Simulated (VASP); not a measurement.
# Li3InCl6 (Fm-3m) in VASP: single point with LDA

Aim: the single point of Li3InCl6 with LDA.

All numbers are computed with VASP 6.6.1; they aren't measurements. Logs are shortened: lines on timing, memory, paths and dates and some standing lists are left out, and cuts for length are marked.

## (1) The structure

The structure is cubic, space group Fm-3m (No. 225). Conventional cell: a = 10.039 Å, b = 10.039 Å, c = 10.039 Å, α = 90.00°, β = 90.00°, γ = 90.00°. Around Li (site symmetry -43m) lie 12 Cl at 3.55 Å. Li (site symmetry m-3m) has 6 Cl at 2.50 Å as nearest neighbours. In (site symmetry m-3m) has 6 Cl at 2.52 Å as nearest neighbours. Cl (site symmetry 4mm) is surrounded by 1 Li at 2.50 Å and 1 In at 2.52 Å.

The cell comes from a database or a generator and needn't be the stable form of this composition.

## (2) Single point, LDA

File INCAR:

```
SYSTEM = Li3InCl6
ALGO = Fast
EDIFF = 1E-6
ENCUT = 520
ISIF = 2
ISMEAR = 0
ISYM = 0
LASPH = .True.
LCHARG = .False.
LREAL = .False.
LWAVE = .False.
NBANDS = 43
NELM = 100
PREC = Accurate
SIGMA = 0.01
```

File KPOINTS:

```
Automatic mesh
0
Gamma
  2 2 2
  0.5 0.5 0.5
```

File POSCAR:

```
Li3InCl6
1.0
    0.0000000000      5.0194470000      5.0194470000
    5.0194470000      0.0000000000      5.0194470000
    5.0194470000      5.0194470000      0.0000000000
Li In Cl
3 1 6
Direct
    0.7500000000      0.7500000000      0.7500000000
    0.2500000000      0.2500000000      0.2500000000
    0.5000000000      0.5000000000      0.5000000000
    0.0000000000      0.0000000000      0.0000000000
    0.7493490000      0.2506510000      0.2506510000
    0.2506510000      0.2506510000      0.7493490000
    0.2506510000      0.7493490000      0.7493490000
    0.2506510000      0.7493490000      0.2506510000
    0.7493490000      0.2506510000      0.7493490000
    0.7493490000      0.7493490000      0.2506510000
```

Potentials or basis: VASP PAW LDA potentials, release 64 (Li_sv, In_d, Cl).

Launch:

```
$ cat potpaw_LDA.64/Li_sv/POTCAR potpaw_LDA.64/In_d/POTCAR potpaw_LDA.64/Cl/POTCAR > POTCAR
$ mpirun -np 1 vasp_std > vasp.out
```

OUTCAR:

```text
SYSTEM = Li3InCl6
   EDIFF = 1E-6
   ENCUT = 520
   ISIF = 2
   ISMEAR = 0
   ISYM = 0
   LASPH = .True.
   LREAL = .False.
   NELM = 100
   PREC = Accurate

 ion  position               nearest neighbor table
   1  0.750  0.750  0.750-
   2  0.250  0.250  0.250-
   3  0.500  0.500  0.500-   5 2.50   6 2.50   7 2.50   8 2.50   9 2.50  10 2.50
   4  0.000  0.000  0.000-   5 2.52   6 2.52   7 2.52   8 2.52   9 2.52  10 2.52
   5  0.749  0.251  0.251-   3 2.50   4 2.52
   6  0.251  0.251  0.749-   3 2.50   4 2.52
   7  0.251  0.749  0.749-   3 2.50   4 2.52
   8  0.251  0.749  0.251-   3 2.50   4 2.52
   9  0.749  0.251  0.749-   3 2.50   4 2.52
  10  0.749  0.749  0.251-   3 2.50   4 2.52

IMPORTANT INFORMATION: All symmetrisations will be switched off!
NOSYMM: (Re-)initialisation of all symmetry stuff for point group C_1.

----------------------------------------------------------------------------------------

                                     Primitive cell

  volume of cell :     252.9284

  direct lattice vectors                    reciprocal lattice vectors
     0.000000000  5.019447000  5.019447000    -0.099612567  0.099612567  0.099612567
     5.019447000  0.000000000  5.019447000     0.099612567 -0.099612567  0.099612567
     5.019447000  5.019447000  0.000000000     0.099612567  0.099612567 -0.099612567

  length of vectors
     7.098570023  7.098570023  7.098570023     0.172534027  0.172534027  0.172534027

  position of ions in fractional coordinates (direct lattice)
     0.750000000  0.750000000  0.750000000
     0.250000000  0.250000000  0.250000000
     0.500000000  0.500000000  0.500000000
     0.000000000  0.000000000  0.000000000
     0.749349000  0.250651000  0.250651000
     0.250651000  0.250651000  0.749349000
     0.250651000  0.749349000  0.749349000
     0.250651000  0.749349000  0.250651000
     0.749349000  0.250651000  0.749349000
     0.749349000  0.749349000  0.250651000

  ion indices of the primitive-cell ions
   primitive index   ion index
                 1           1
                 2           2
                 3           3
                 4           4
                 5           5
                 6           6
                 7           7
                 8           8
                 9           9
                10          10

----------------------------------------------------------------------------------------

 KPOINTS: Automatic mesh

Automatic generation of k-mesh.
 Grid dimensions read from file:
 generate k-points for:    2    2    2

 Generating k-lattice:

  Cartesian coordinates                     Fractional coordinates (reciprocal lattice)
    -0.049806283  0.049806283  0.049806283     0.500000000  0.000000000  0.000000000
     0.049806283 -0.049806283  0.049806283     0.000000000  0.500000000  0.000000000
     0.049806283  0.049806283 -0.049806283     0.000000000  0.000000000  0.500000000

  Length of vectors
     0.086267013  0.086267013  0.086267013

  Shift w.r.t. Gamma in fractional coordinates (k-lattice)
     0.500000000  0.500000000  0.500000000

 Subroutine IBZKPT returns following result:
 ===========================================

 Found     16 irreducible k-points:

 Following reciprocal coordinates:
            Coordinates               Weight
  0.250000  0.250000  0.250000      2.000000
  0.250000  0.000000  0.000000      2.000000
  0.000000  0.000000 -0.250000      2.000000
  0.000000  0.250000  0.000000      2.000000
 -0.250000  0.250000  0.250000      2.000000
  0.250000 -0.250000  0.250000      2.000000
[... 8 lines left out ...]
  0.000000  0.250000  0.500000      2.000000
  0.500000  0.250000  0.000000      2.000000
   k-points           NKPTS =     16   k-points in BZ     NKDIM =     16   number of bands    NBANDS=     43
   number of dos      NEDOS =    301   number of ions     NIONS =     10
   total plane-waves  NPLWV = 157464
   dimension x,y,z NGX =    54 NGY =   54 NGZ =   54
   dimension x,y,z NGXF=   108 NGYF=  108 NGZF=  108
   ions per type =               3   1   6
   NGX,Y,Z   is equivalent  to a cutoff of  12.65, 12.65, 12.65 a.u.
   NGXF,Y,Z  is equivalent  to a cutoff of  25.29, 25.29, 25.29 a.u.
 SYSTEM =  Li3InCl6
   PREC   = accura    normal or accurate (medium, high low for compatibility)
   ISTART =      0    job   : 0-new  1-cont  2-samecut
   ICHARG =      2    charge: 1-file 2-atom 10-const
   ISPIN  =      1    spin polarized calculation?
   LNONCOLLINEAR =      F non collinear calculations
   LSORBIT =      F    spin-orbit coupling
   LASPH  =      T    aspherical Exc in radial PAW
   ENCUT  =  520.0 eV  38.22 Ry    6.18 a.u.  13.20 13.20 13.20*2*pi/ulx,y,z
   NELM   =    100;   NELMIN=  2; NELMDL= -5     # of ELM steps
   EDIFF  = 0.1E-05   stopping-criterion for ELM
   LREAL  =      F    real-space projection
   EDIFFG = 0.1E-04   stopping-criterion for IOM
   NSW    =      0    number of steps for IOM
   IBRION =     -1    ionic relax: 0-MD 1-quasi-New 2-CG
   NFREE  =      0    steps in history (QN), initial steepest desc. (CG)
   ISIF   =      2    stress and relaxation
   ISYM   =      0    0-nonsym 1-usesym 2-fastsym
   POTIM  = 0.5000    time-step for ionic-motion
   TEBEG  =    0.0;   TEEND  =   0.0 temperature during run
   PSTRESS=    0.0 pullay stress
   NELECT =      64.0000    total number of electrons
   NUPDOWN=      -1.0000    fix difference up-down
   EMIN   =  10.00;   EMAX   =-10.00  energy-range for DOS
   EFERMI =   0.00;   METHOD = LEGACY
   ISMEAR =     0;   SIGMA  =   0.01  broadening in eV -4-tet -1-fermi 0-gaus
   EFERMI_NEDOS =   21; number of points for ismear=-14 and -15
   IALGO  =     68    algorithm
   IMIX   =      4    mixing-type and parameters
     AMIX     =   0.40;   BMIX     =  1.00
     AMIX_MAG =   1.60;   BMIX_MAG =  1.00
  volume/ion in A,a.u.               =      25.29       170.68
  Fermi-wavevector in a.u.,A,eV,Ry     =   1.035465  1.956746 14.588013  1.072189
  Thomas-Fermi vector in A             =   2.169810
   LORBIT       =      0    0 simple, 1 ext, 2 COOP (PROOUT), +10 PAW based schemes
   GGA     = CA    functional components
   LHFCALC =     F    Hartree Fock is set to
   AEXX    =    0.0000 exact exchange contribution
   IVDW    =     0    specifies the selected vdW correction
   LEPSILON=     F    determine dielectric tensor
   LRPA    =     F    only Hartree local field effects (RPA)
 non-spin polarized calculation
 RMM-DIIS sequential band-by-band and
 Gauss-broadening in eV      SIGMA  =   0.01
  energy-cutoff  :      520.00
  volume of cell :      252.93
 maximum number of plane-waves:      6812
 NGX is ok and might be reduce to    54
   NGX = 27   NGY = 27   NGZ = 27

 number of electron      64.0000037 magnetization

 Free energy of the ion-electron system (eV)
  ---------------------------------------------------
  ext. energy  EPLUGINS =         0.00000000
  ---------------------------------------------------
  free energy    TOTEN  =       -35.72966446 eV

  energy without entropy =      -35.72966446  energy(sigma->0) =      -35.72966446

 E-fermi :  -0.1922     XC(G=0):  -8.1120

 val. band max:       -0.2713604764   @ k =   0.2500   0.2500   0.2500
 cond. band min:       2.9690122377   @ k =   0.2500   0.0000   0.0000
 fundamental gap:      3.2403727140
 Fermi energy:        -0.1921912899

 k-point     1 :       0.2500    0.2500    0.2500
  band No.  band energies     occupation
      1     -45.5810      2.00000
      2     -45.5809      2.00000
      3     -43.1379      2.00000
      4     -13.9710      2.00000
      5     -13.9710      2.00000
      6     -13.7601      2.00000
[... 35 lines left out ...]
     42       7.5149      0.00000
     43       7.7048      0.00000

 k-point     2 :       0.2500    0.0000    0.0000
  band No.  band energies     occupation
      1     -45.5810      2.00000
      2     -45.5809      2.00000
      3     -43.1379      2.00000
      4     -13.9710      2.00000
      5     -13.9710      2.00000
      6     -13.7601      2.00000
[... 35 lines left out ...]
     42       7.5093      0.00000
     43       7.7040      0.00000

 k-point     3 :       0.0000    0.0000   -0.2500
  band No.  band energies     occupation
      1     -45.5810      2.00000
      2     -45.5809      2.00000
      3     -43.1379      2.00000
      4     -13.9710      2.00000
      5     -13.9710      2.00000
      6     -13.7601      2.00000
[... 35 lines left out ...]
     42       7.4960      0.00000
     43       7.7018      0.00000

 k-point     4 :       0.0000    0.2500    0.0000
  band No.  band energies     occupation
      1     -45.5810      2.00000
      2     -45.5809      2.00000
      3     -43.1379      2.00000
      4     -13.9710      2.00000
      5     -13.9710      2.00000
      6     -13.7601      2.00000
[... 495 lines left out ...]
     42       7.5638      0.00000
     43       7.6136      0.00000

 k-point    15 :       0.0000    0.2500    0.5000
  band No.  band energies     occupation
      1     -45.5810      2.00000
      2     -45.5809      2.00000
      3     -43.1379      2.00000
      4     -14.0283      2.00000
      5     -13.9697      2.00000
      6     -13.6093      2.00000
[... 35 lines left out ...]
     42       7.5385      0.00000
     43       7.6102      0.00000

 k-point    16 :       0.5000    0.2500    0.0000
  band No.  band energies     occupation
      1     -45.5810      2.00000
      2     -45.5809      2.00000
      3     -43.1379      2.00000
      4     -14.0283      2.00000
      5     -13.9698      2.00000
      6     -13.6093      2.00000
[... 35 lines left out ...]
     42       7.5324      0.00000
     43       7.7214      0.00000

------------------------ aborting loop because EDIFF is reached ----------------------------------------

  FORCE on cell =-STRESS in cart. coord.  units (eV):
  Direction    XX          YY          ZZ          XY          YZ          ZX
  --------------------------------------------------------------------------------------
  -------------------------------------------------------------------------------------
  Total       -4.5630077     -4.5623690     -4.5618994      0.0001111     -0.0001084     -0.0000428
  in kB      -28.9044139    -28.9003683    -28.8973935      0.0007037     -0.0006864     -0.0002711
  external PRESSURE =     -28.9007253 kB  Pullay stress =       0.0000000 kB

 VOLUME and BASIS-vectors are now :
 -----------------------------------------------------------------------------
  energy-cutoff  :      520.00
  volume of cell :      252.93
      direct lattice vectors                 reciprocal lattice vectors
     0.000000000  5.019447000  5.019447000    -0.099612567  0.099612567  0.099612567
     5.019447000  0.000000000  5.019447000     0.099612567 -0.099612567  0.099612567
     5.019447000  5.019447000  0.000000000     0.099612567  0.099612567 -0.099612567

 POSITION                                       TOTAL-FORCE (eV/Angst)
 -----------------------------------------------------------------------------------
      7.52917      7.52917      7.52917         0.000001      0.000002      0.000005
      2.50972      2.50972      2.50972        -0.000002      0.000001      0.000010
      5.01945      5.01945      5.01945         0.000017      0.000044      0.000015
      0.00000      0.00000      0.00000         0.000010     -0.000023      0.000006
      2.51626      5.01945      5.01945        -0.185344     -0.000016     -0.000057
      5.01945      5.01945      2.51626         0.000007      0.000048     -0.185529
      7.52264      5.01945      5.01945         0.185347     -0.000022      0.000037
      5.01945      2.51626      5.01945        -0.000002     -0.185503      0.000012
      5.01945      7.52264      5.01945        -0.000052      0.185452      0.000001
      5.01945      5.01945      7.52264         0.000017      0.000016      0.185500
 -----------------------------------------------------------------------------------
    total drift:                               -0.000025     -0.000042     -0.000074

  FREE ENERGIE OF THE ION-ELECTRON SYSTEM (eV)
  ---------------------------------------------------
  free  energy   TOTEN  =       -35.7296644642 eV

  energy  without entropy=      -35.7296644642  energy(sigma->0) =      -35.72966446
```

Run time: 11 min. Hardware: 1 thread of Intel Xeon Platinum 8375C at 2.90GHz (Ice Lake), shared host; peak memory 0.39 GiB.

Results:

```yaml
Free_energy: -35.7297 eV
Largest_force: 0.186 eV/Å
Band_gap_on_the_k_mesh: 3.24 eV, direct
```

Forces on the atoms (eV/Å):
```
Li   0.000  0.000  0.000
Li   0.000  0.000  0.000
Li   0.000  0.000  0.000
In   0.000  0.000  0.000
Cl  -0.185  0.000  0.000
Cl   0.000  0.000 -0.186
Cl   0.185  0.000  0.000
Cl   0.000 -0.186  0.000
Cl   0.000  0.185  0.000
Cl   0.000  0.000  0.185
```

Caveat: the cutoff is under 1.25 times the usual one of these potentials, so pressure, stress and relaxed cells hold a basis-set (Pulay) error; spin-orbit coupling is left out, which moves the levels of the heavy elements. A k mesh can miss the band edges.
